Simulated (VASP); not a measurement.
Input:

```xyz
8
Lattice="-0.0017 4.5854 4.5865 4.5854 -0.0017 4.5865 2.2918 2.2918 0.0000" Properties=species:S:1:pos:R:3 pbc="T T T"
Zr     4.5837     4.5837     9.1601
Zr     4.5909     6.8683     6.8797
Zr     6.8683     4.5909     6.8797
Zr     4.5837     4.5837     4.5993
N      2.2918     2.2918     2.2932
N      4.5845     2.2910     4.5865
N      2.2910     4.5845     4.5865
C      4.5837     4.5837     6.8797
```

Calculation: PBEsol GGA, VASP's PBE PAW potentials (set 64) (plane waves; VASP 6.6.1). Numerical set-up: 520 eV cut-off, Gaussian smearing of 0.050 eV, potentials Zr_sv N C.

Give the energies of bands 26 to 39 at the high-symmetry points, in eV from the Fermi level.

```tsv
band	Γ	Y	C0	Z	A0	T	S	R
26	-4.97	-4.67	-4.48	-4.86	-4.94	-5.06	-4.43	-4.82
27	-3.98	-4.50	-4.42	-4.60	-4.33	-4.07	-4.43	-4.66
28	-3.27	-3.65	-4.06	-4.56	-4.27	-4.00	-4.35	-4.40
29	-2.80	-3.21	-3.69	-4.45	-3.75	-3.27	-4.31	-4.37
30	-2.78	-3.21	-3.42	-3.80	-3.35	-3.27	-3.94	-3.76
31	-1.70	-2.18	-3.23	-3.53	-2.80	-2.97	-3.47	-3.67
32	-1.46	-2.11	-2.48	-3.52	-2.49	-2.24	-2.88	-3.12
33	-1.31	-2.00	-1.26	1.26	-2.23	-2.14	-0.34	-0.38
34	-0.17	-1.95	-0.89	1.27	-1.42	-1.76	-0.06	-0.28
35	-0.17	1.84	1.15	1.66	2.58	3.26	0.95	-0.15
36	-0.16	2.00	1.35	1.78	2.71	3.36	1.19	0.29
37	1.81	2.12	1.59	1.85	3.05	3.43	1.29	3.79
38	1.81	2.55	2.88	2.02	3.29	3.46	1.29	3.84
39	3.26	2.60	2.99	2.12	3.43	3.60	1.43	3.85
```

It has no gap at this level: it comes out as a metal or semimetal.

The structure was generated: Zr4CN3 was put into an ordered model structure (Cmmm), which need not be its known phase. It was relaxed first. The electron count is odd and the run is not spin-polarised, which forces a metal.
